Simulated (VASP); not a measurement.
```yaml
crystal:
  lattice:
    - [1.51500, -2.62406, 0.00000]
    - [1.51500, 2.62406, 0.00000]
    - [0.00000, 0.00000, 3.23000]
  atoms:
    - { symbol: Ti, position: [0.00000, 0.00000, 0.00000] }
    - { symbol: B, position: [0.33333, 0.66667, 0.50000] }
    - { symbol: B, position: [0.66667, 0.33333, 0.50000] }
```

All values below come from PBE GGA, VASP's PBE PAW potentials (set 64) (plane waves; VASP). Numerical set-up: 450 eV cut-off, 10×10×9 Γ-centred mesh, first-order Methfessel-Paxton smearing of 0.10 eV, potentials Ti_sv B.

### Question
Predict the energy per atom (σ→0), band gap (on the k-mesh) with the smallest direct gap where there is one.

### Answer

```
Item                                                        Result
------------------------  ----------------------------------------
band gap (on the k-mesh)  none (metal, semimetal or under 0.01 eV)
energy per atom (σ→0)                               -8.141 eV/atom
```

The absolute energy has meaning only against runs of the same code, potentials and settings.

The compound is TiB2 in the AlB2 type structure. The cell was not relaxed at this level. The run is one of a series of settings (ENCUT = 450 against the base run), some of them coarse on purpose.
